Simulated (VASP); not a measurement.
## Pr (relaxed from the dhcp structure, space group P6_3/mmc): computed properties

Calculation: PBEsol GGA, VASP's PBE PAW potentials (set 64) (plane waves; VASP).

```yaml
space_group: P6_3/mmc (194)
cell: a = b = 3.656 Å, c = 11.785 Å, α = β = 90.00°, γ = 120.00°
volume_per_atom: 34.10 Å³/atom
band gap (over mesh and band path): none (metal, semimetal or under 0.01 eV)
band_gap_with_spin_orbit_coupling: none (metallic)
density: 6.86 g/cm³
```

Space group P6₃/mmc (No. 194); a = 3.656 Å, b = 3.656 Å, c = 11.785 Å, α = 90.00°, β = 90.00°, γ = 120.00°

```csv
atom,site,symmetry,x,y,z
Pr,2a,-3m.,0.0000,0.0000,0.0000
Pr,2c,-6m2,0.3333,0.6667,0.2500
```

The 4f electrons are frozen in the core of the lanthanide potential, so 4f levels, which can set the real gap, and their magnetism are missing.

The structure was generated: Pr was put into the dhcp type (P6_3/mmc), which need not be its known phase. It was relaxed first. Symmetry was kept, so distortions that lower it aren't found.
